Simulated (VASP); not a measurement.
Consider the following.

```
CELL_PARAMETERS angstrom
      1.27414    -2.20687     0.00000
      1.27414     2.20687     0.00000
      0.00000     0.00000     4.21351
ATOMIC_POSITIONS crystal
  B  0.66667 0.33333 0.50018
  B  0.33333 0.66667 0.00018
  N  0.66667 0.33333 0.87482
  N  0.33333 0.66667 0.37482
```

Method: PBE GGA with D3 dispersion (zero damping), VASP's PBE PAW potentials (set 64) (plane waves; VASP). Settings: 520 eV cut-off, 11×11×6 Γ-centred mesh, tetrahedra with Blöchl corrections, potentials B N.

The cores are frozen, which limits the accuracy of field gradients.

Q: Give the principal components of the electric field gradient (V/Å²) and the asymmetry η at each nucleus.

A: 
```tsv
atom	Vxx	Vyy	Vzz	η
B1	-0.5	-0.5	0.9	0.00
B2	-0.5	-0.5	0.9	0.00
N3	-2.3	-2.3	4.5	0.00
N4	-2.3	-2.3	4.5	0.00
```

The compound is BN in the wurtzite structure, a metastable high-pressure form. It was relaxed first.
